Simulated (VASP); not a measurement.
ZnS:

```
Zn S
1.0
     3.82300    0.00000    0.00000
    -1.91150    3.31082    0.00000
     0.00000    0.00000    6.26100
Zn S
2 2
Cartesian
  0.0000 2.2072 0.0000
  1.9115 1.1036 3.1305
  0.0000 2.2072 2.3479
  1.9115 1.1036 5.4784
```

The cell was built by a generator and isn't the measured one.

```yaml
Program: VASP 6.6.1
Task: relaxation of cell and atoms
Functional: LDA
Potentials_or_basis: VASP PAW LDA potentials, release 64 (Zn, S)
Cutoff: 600 eV
k_mesh: 9 × 9 × 4
Occupations: gaussian, width 0.02 eV
Spin: no spin polarisation
```

At the start: pressure -4.6 GPa; volume 19.81 Å³/atom.

Where does the relaxation end?

Over 8 steps the energy falls by 17.7 meV/atom and the volume is 18.64 Å³/atom (-5.9 %); space group P6_3mc (No. 186, to 0.05 Å).

Step by step:
```csv
step,energy change (eV),largest force (eV/Å),pressure (GPa),volume (Å³)
1,0.0000,0.0070,-4.56,79.25
2,-0.0608,0.0284,1.97,72.96
3,-0.0705,0.0220,0.00,74.56
4,-0.0705,0.0217,-0.12,74.65
5,-0.0706,0.0146,-0.11,74.65
6,-0.0707,0.0035,-0.08,74.63
7,-0.0707,0.0034,0.12,74.48
8,-0.0707,0.0000,-0.01,74.56
```

Final structure:
```cif
data_structure
_symmetry_space_group_name_H-M 'P 1'
_symmetry_Int_Tables_number 1
_cell_length_a 3.7419
_cell_length_b 3.7419
_cell_length_c 6.1485
_cell_angle_alpha 90.000
_cell_angle_beta 90.000
_cell_angle_gamma 120.000
_cell_volume 74.56
loop_
_atom_site_label
_atom_site_type_symbol
_atom_site_fract_x
_atom_site_fract_y
_atom_site_fract_z
_atom_site_occupancy
Zn1 Zn 0.33333 0.66667 0.00058 1
Zn2 Zn 0.66667 0.33333 0.50058 1
S1 S 0.33333 0.66667 0.37442 1
S2 S 0.66667 0.33333 0.87442 1
```
